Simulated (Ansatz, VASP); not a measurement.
**GaSb in two plane-wave programs**

Wanted: the spread between two codes on one cell, functional and k mesh. The structure shown comes from an earlier Ansatz run, which isn't shown and may have moved the atoms alone.

Calculated with Ansatz 0.2.0; plane waves, with VASP 6.6.1 beside it; elastic constants at PBEsol.

## (1) The structure

Symmetry: F-43m, No. 216, cubic system. The conventional cell has a = 6.140 Å, b = 6.140 Å, c = 6.140 Å, α = 90.00°, β = 90.00°, γ = 90.00°. Ga has 4 Sb at 2.66 Å nearest. Sb has 4 Ga at 2.66 Å nearest. Farther neighbours are not listed.

## (2) Ansatz: elastic constants, PBEsol

Ansatz runs on its default PAW (the set named soft_2) files.

Elastic constants are differences of stresses under small strains, so they test the stress and the mesh.

input.yaml

```yaml
crystal:
  lattice:
    - [0.0, 3.0700901959, 3.0700901959]
    - [3.0700901959, 0.0, 3.0700901959]
    - [3.0700901959, 3.0700901959, 0.0]
  atoms:
    - { symbol: Ga, position: [0.0, 0.0, 0.0] }
    - { symbol: Sb, position: [0.75, 0.75, 0.75] }
kpoints:
  mp_grid: { grid: [4, 4, 4] }
hamiltonian:
  xc: pbesol
scf:
  occupations: { method: methfessel_paxton, width: 0.25 }
output:
  forces: true
  stress: true
  eigenvalues: true
elastic:
  mode: relaxed_ion
  stencil: two_point
  amplitude: 0.01
```

Command:

```console
ansatz run input.yaml --threads 8 --pin off --max-ram 16384MiB --backend cpu --events-out ev --progress --plain --runs-dir out
```

Numbers of over 12 decimals in the logs are rounded to 6 here.

Output:

```text
Engine: ansatz 0.2.0, x86_64-unknown-linux-gnu
Pseudopotentials: kind: paw
Pseudopotential: Ga, paw, valence charge 13, recommended cutoff 420 eV (normal), Ga.paw.azcp
Pseudopotential: Sb, paw, valence charge 15, recommended cutoff 420 eV (normal), Sb.paw.azcp
Functional definition: PBEsol
  exchange = pbesol_x
  correlation = pbesol_c
Crystal: 2 atoms, lattice volume = 57.874 Å³
Basis set: ecut = 420 eV, 1139 PW (Γ), exchange–correlation on 60×60×60 points (8 copies of the dense FFT grid, shifted against one another)
Bands: 18, of which v1, the nominal top of the filled ones, is band 14 counted from 1 (13 counted from 0)
Symmetry: 24 space group operations
Space group: F-43m (ITA 216), of the structure as read, at distance tolerance 3.9e-5 Å
k-points: 8 of 64 (time reversal used)
Non-local potential: Ga, projectors of the file, l = 0: 2, l = 1: 2, l = 2: 3, l = 3: 1
Non-local potential: Sb, projectors of the file, l = 0: 2, l = 1: 2, l = 2: 2, l = 3: 2
PAW form: soft (Blöchl's): semilocal exchange-correlation on the pseudo side does not see the compensation charge
PAW frozen core: Ga, regenerated for the run's functional, and the local potential with it (the file was generated under x = pbe(κ = 0.804, μ = 0.219515), c = pbe(β = 0.066725))
PAW frozen core: Sb, regenerated for the run's functional, and the local potential with it (the file was generated under x = pbe(κ = 0.804, μ = 0.219515), c = pbe(β = 0.066725))
PAW one-centre angular grid: Ga, 590 points (default); XC on 64 Gauss nodes
PAW one-centre angular grid: Sb, 590 points (default); XC on 64 Gauss nodes
Initial density: superposition of atomic densities (neutral atoms: chi_scale 0, normalization atom), corrected by the library's trained network
Initial wavefunctions: pseudopotential atomic-orbital guess
Functional: x = pbesol(κ = 0.804, μ = 0.123457), c = pbesol(β = 0.046)
SCF iter   1: F=—  HF=-10151.335686 eV  |F-HF|=—  |Δ(HF+E_count)|=         —  Δρ=1.81e-3  dr2=9.72e-4  ethr=1.77e-3  ⟨swp⟩=5.2  Hψ=688  notcnv=0
preconditioner: auto → none  [insulator: Δε(μ)=0.315 eV  Ē_g=14.377 eV  σ=0.250 eV  W_gap=0.74  n_scr=14 (ndim 8)  ℏωp=20.7 eV  f_vac=0.094  D(μ)=0.38/eV (n_scr^D=0)  ε∞_Penn≈3.1]
SCF iter   2: F=—  HF=-10151.333568 eV  |F-HF|=—  |Δ(HF+E_count)|=   2.12e-3  S|Δr|=    0.00e0  Δρ=7.66e-4  dr2=1.48e-4  ethr=3.47e-6  ⟨swp⟩=2.1  Hψ=331  notcnv=0
SCF iter   3: F=—  HF=-10151.333602 eV  |F-HF|=—  |Δ(HF+E_count)|=   3.40e-5  S|Δr|=    0.00e0  Δρ=1.40e-4  dr2=1.00e-5  ethr=5.29e-7  ⟨swp⟩=2.0  Hψ=257  notcnv=0
SCF iter   4: F=—  HF=-10151.333607 eV  |F-HF|=—  |Δ(HF+E_count)|=   4.59e-6  S|Δr|=    0.00e0  Δρ=8.52e-5  dr2=3.73e-6  ethr=3.58e-8  ⟨swp⟩=2.0  Hψ=257  notcnv=0
SCF iter   5: F=—  HF=-10151.333605 eV  |F-HF|=—  |Δ(HF+E_count)|=   1.61e-6  S|Δr|=    0.00e0  Δρ=2.53e-5  dr2=2.15e-7  ethr=1.33e-8  ⟨swp⟩=2.2  Hψ=235  notcnv=0
SCF iter   6: F=—  HF=-10151.333604 eV  |F-HF|=—  |Δ(HF+E_count)|=   1.15e-6  S|Δr|=    0.00e0  Δρ=3.82e-6  dr2=9.77e-9  ethr=7.67e-10  ⟨swp⟩=2.0  Hψ=257  notcnv=0
SCF iter   7: F=—  HF=-10151.333604 eV  |F-HF|=—  |Δ(HF+E_count)|=   5.08e-9  S|Δr|=    0.00e0  Δρ=1.82e-6  dr2=1.04e-9  ethr=3.49e-11  ⟨swp⟩=2.0  Hψ=218  notcnv=0
SCF iter   8: F=—  HF=-10151.333604 eV  |F-HF|=—  |Δ(HF+E_count)|=  3.57e-10  S|Δr|=    0.00e0  Δρ=5.38e-7  dr2=9.23e-11  ethr=3.71e-12  ⟨swp⟩=2.0  Hψ=218  notcnv=0
SCF iter   9: F=—  HF=-10151.333604 eV  |F-HF|=—  |Δ(HF+E_count)|=  4.00e-11  S|Δr|=    0.00e0  Δρ=5.34e-8  dr2=1.01e-12  ethr=3.30e-13 (applied; sched 1.00e-12)  ⟨swp⟩=2.0  Hψ=258  notcnv=0
SCF iter  10: F=-10151.333604 eV  HF=-10151.333604 eV  |F-HF|=1.82e-12  |Δ(HF+E_count)|=  1.82e-12  S|Δr|=    0.00e0  Δρ=5.02e-9  dr2=1.53e-14  ethr=1.00e-12  ⟨swp⟩=5.0  Hψ=556  notcnv=0
SCF 1 converged in 10 iterations: F = -10151.333604 eV  dr2 = 1.53e-14
  greatest PAW one-centre occupation: 0.996 electrons in one spin orbital (limit 2), on the Sb atom at site 1 (counted from 0), in its partial waves of l = 2
Crystal: 2 atoms, lattice volume = 57.295 Å³
Basis set: ecut = 420 eV, 1115 PW (Γ), exchange–correlation on 60×60×60 points (8 copies of the dense FFT grid, shifted against one another)
Symmetry: 8 space group operations
k-points: 13 of 64 (time reversal used)
Initial density: handed on by an earlier stage of this run
Initial wavefunctions: those handed on with the density
iter 1 solved again at ethr=4.63e-7 eV; its pass at ethr=3.10e-3 eV (dr2=1.30e-4 eV) is discarded
SCF iter   1: F=—  HF=-10151.332370 eV  |F-HF|=—  |Δ(HF+E_count)|=         —  Δρ=5.21e-4  dr2=1.28e-4  ethr=4.63e-7  ⟨swp⟩=2.2  Hψ=1477  notcnv=0
preconditioner: auto → none  [insulator: Δε(μ)=0.295 eV  Ē_g=14.444 eV  σ=0.250 eV  W_gap=0.67  n_scr=14 (ndim 8)  ℏωp=20.8 eV  f_vac=0.085  D(μ)=0.38/eV (n_scr^D=0)  ε∞_Penn≈3.1]
[...]
SCF iter   7: F=—  HF=-10151.332776 eV  |F-HF|=—  |Δ(HF+E_count)|=  6.04e-10  S|Δr|=    0.00e0  Δρ=3.29e-6  dr2=5.51e-9  ethr=9.28e-11  ⟨swp⟩=2.0  Hψ=489  notcnv=0
SCF iter   8: F=—  HF=-10151.332776 eV  |F-HF|=—  |Δ(HF+E_count)|=   1.06e-9  S|Δr|=    0.00e0  Δρ=1.22e-6  dr2=7.01e-10  ethr=1.97e-11  ⟨swp⟩=2.0  Hψ=452  notcnv=0
SCF iter   9: F=—  HF=-10151.332776 eV  |F-HF|=—  |Δ(HF+E_count)|=  1.36e-10  S|Δr|=    0.00e0  Δρ=2.07e-7  dr2=1.73e-11  ethr=2.50e-12  ⟨swp⟩=2.0  Hψ=486  notcnv=0
SCF iter  10: F=—  HF=-10151.332776 eV  |F-HF|=—  |Δ(HF+E_count)|=  1.82e-12  S|Δr|=    0.00e0  Δρ=2.21e-8  dr2=4.44e-13  ethr=6.16e-14 (applied; sched 1.00e-12)  ⟨swp⟩=2.0  Hψ=487  notcnv=0
SCF iter  11: F=-10151.332776 eV  HF=-10151.332776 eV  |F-HF|=0.00e0  |Δ(HF+E_count)|=  3.64e-12  S|Δr|=    0.00e0  Δρ=5.52e-9  dr2=1.38e-14  ethr=1.00e-12  ⟨swp⟩=5.0  Hψ=1189  notcnv=0
SCF 9 converged in 11 iterations: F = -10151.332776 eV  dr2 = 1.38e-14
relax step   1: F+E_penalty+E_count = -10151.33277647 eV  Δ(F+E_penalty+E_count) = +0.000e0 eV  max|allowed force component| = 7.102e-2 eV/Å  Δτ_max = 0.0000 Å  (11 SCF iters, accepted)
[...]
relax step   2: F+E_penalty+E_count = -10151.33317817 eV  Δ(F+E_penalty+E_count) = -4.017e-4 eV  max|allowed force component| = 3.669e-4 eV/Å  Δτ_max = 0.0056 Å  (8 SCF iters, accepted)
[...]
relax step   3: F+E_penalty+E_count = -10151.33317818 eV  Δ(F+E_penalty+E_count) = -1.067e-8 eV  max|allowed force component| = 1.778e-6 eV/Å  Δτ_max = 0.0000 Å  (5 SCF iters, accepted)
iter 1 solved again at ethr=1.00e-12 eV; its pass at ethr=3.10e-3 eV (dr2=5.78e-13 eV) is discarded
SCF iter   1: F=—  HF=-10151.333179 eV  |F-HF|=—  |Δ(HF+E_count)|=         —  Δρ=2.44e-8  dr2=1.54e-13  ethr=1.00e-12  ⟨swp⟩=2.3  Hψ=1689  notcnv=0
SCF iter   2: F=—  HF=-10151.333178 eV  |F-HF|=—  |Δ(HF+E_count)|=   6.72e-7  S|Δr|=    0.00e0  Δρ=1.40e-8  dr2=9.33e-14  ethr=1.00e-12  ⟨swp⟩=3.0  Hψ=1585  notcnv=0
SCF iter   3: F=-10151.333178 eV  HF=-10151.333178 eV  |F-HF|=3.64e-12  |Δ(HF+E_count)|=  1.82e-12  S|Δr|=    0.00e0  Δρ=8.19e-9  dr2=1.51e-14  ethr=1.00e-12  ⟨swp⟩=4.0  Hψ=987  notcnv=0
SCF 12 converged in 3 iterations: F = -10151.333178 eV  dr2 = 1.51e-14
SCF converged after 10 iterations
Stability not checked: this state was not tested for a lower state beside it, because cold or Methfessel-Paxton smearing, or corrected tetrahedra, fill the levels in a way that the test cannot read (fill_not_monotonic; see scf.lower_state_search)
Free energy (F): -10151.333604 eV
Harris-Foulkes:  -10151.333604 eV  (|F-HF|=1.82e-12)
Internal energy: -10151.332642 eV  (E = F + TS)
E sigma→0 (E₀):  -10151.333363 eV
Entropy (-TS):   -0.000962 eV (-0.481 meV/atom)
Fermi energy:    7.531828 eV
Step filling:    the computed levels leave a gap of 0.0000 eV = 0.0 smearing widths at the electron count; against every level under it full and every level over it empty, smearing changes F+E_penalty+E_count by -1.902 meV and its σ→0 estimate by -1.662 meV
--- Per-component energies (eV) ---
  E_band       = -266.284534
  E_kinetic    = 323.813768
  E_local      = -3933.243765  (includes V_loc(G=0)·N_el)
  E_nonlocal   = 790.501788
  E_hartree    = 1807.077749
  E_xc         = -205.660755
  E_vxc        = -154.319292  (∫ρ·V_xc dr)
  E_paw        = -6450.105861  (= ΣΔE_a)
  E_vpaw       = -907.192389  (= ΣTr[D̂ρ^β])
  E_aug_tail   = -0.000135  (compensation charges beyond the density's cutoff)
  E_ewald      = -2484.910265
  E_core_change = 1.194835  (= ΣΔE_core)
  E_smearing   = -0.000962  (= −TS)
  E_closure    = 0.000000  (closes the sum)
  Σ components = -10151.333604   (vs F -10151.333604, Δ=0.00e0)
--- Forces (eV/Å), atoms counted from 1 ---
  atom   1  Ga    -0.00000000     0.00000000    -0.00000000
  atom   2  Sb     0.00000000    -0.00000000    -0.00000000
  max |Σ_I F_I| component: 7.40e-17 eV/Å
--- Stress (GPa, compression-positive) ---
       -0.011908       0.000000      -0.000000
       -0.000000      -0.011908       0.000000
       -0.000000       0.000000      -0.011908
  P = ⅓ Tr σ = -0.0119 GPa (-0.119 kbar)
--- Band table (eV; the first three rows and the last of 8) ---
  k-point 0: bands = [... 10 lower, -3.9658, 7.3623, 7.4654, 7.4654, 7.4654, 10.2137, 10.2137, 10.2137]
  k-point 1: bands = [... 10 lower, -3.3569, 3.4319, 6.7710, 6.7710, 8.1862, 11.0692, 11.0692, 12.5531]
  k-point 2: bands = [... 10 lower, -2.3614, 1.1233, 6.3237, 6.3237, 7.7793, 11.1741, 11.1741, 13.7933]
  k-point 7: bands = [... 10 lower, -1.5076, 0.8190, 4.1353, 4.3531, 11.0786, 11.7032, 11.7905, 12.1585]
--- Elastic constants: 2 strain directions × 2 members + reference (group order 24) ---
  dense FFT box of the reference and of every strained cell: 30×30×30
  strains applied: 11, 23; error gains: componentwise 1.00 (the most a stress slope's error grows in a printed constant), spectral 1.73 (1 for all six strains in a standard setting)
  C = ∂σ_k/∂η_j (tension-positive GPa; Voigt order 11 22 33 23 13 12):
        69.869     32.875     32.875     -0.000     -0.000     -0.000
        32.875     69.869     32.875     -0.000      0.000     -0.000
        32.875     32.875     69.869     -0.000     -0.000      0.000
        -0.000     -0.000     -0.000     22.599      0.000     -0.000
        -0.000     -0.000      0.000     -0.000     22.599      0.000
         0.000     -0.000      0.000      0.000      0.000     22.599
  reference stress σ⁰ (GPa):      0.012      0.012      0.012     -0.000      0.000      0.000
  C* (energy form; C + prestress term) asymmetry max|C*_kj − C*_jk| = 7.105e-15 GPa — a small one proves nothing (zero by symmetry where the batch's group is 432, −43m or m−3m); a large one is finite-difference/SCF noise where every solve meets its electron count
  moduli (Voigt/Reuss/Hill, GPa): K = 45.21/45.21/45.21   G = 20.96/20.76/20.86   E = 54.23   ν = 0.300
  mechanically stable: yes (min eigenvalue of sym C = 22.60 GPa)
  strain η (Voigt 11):  stress-route row diagonal C_11 = 69.87 GPa, energy-path curvature d²(F+E_count+ΔE)/dδ²/Ω₀ = 69.65 GPa
         δ    σ_11 (GPa)             F (eV)   n_scf  n_hpsi   n_pw
    -1.000e-2      -0.6853      -10151.3323772       9    4803   1130   relax 0 steps, max|allowed force component| 2.29e-16 eV/Å
     1.000e-2       0.7121      -10151.3322955       9    4615   1158   relax 0 steps, max|allowed force component| 2.29e-16 eV/Å
  strain η (Voigt 23):  stress-route row diagonal C_44 = 22.60 GPa, energy-path curvature d²(F+E_count+ΔE)/dδ²/Ω₀ = 22.58 GPa
         δ    σ_23 (GPa)             F (eV)   n_scf  n_hpsi   n_pw
    -1.000e-2      -0.2260      -10151.3331782       2    3501   1146   relax 4 steps, max|allowed force component| 8.40e-6 eV/Å
     1.000e-2       0.2260      -10151.3331782       3    4491   1146   relax 3 steps, max|allowed force component| 1.78e-6 eV/Å
```

(Continued in part 2 of 2.)

[Lines on the potential files, build, host, timing and source positions are cut from VASP's logs without a mark.]

[Logs are printed without paths, hosts, clocks, repeated set-up lines and the standing remarks that a program may print on its own settings, such as how far it seeks lower states.]

[Hosts, paths, dates, database ids (printed as entryN), source tags and the programs' standing remarks are cut or masked in the printed files.]
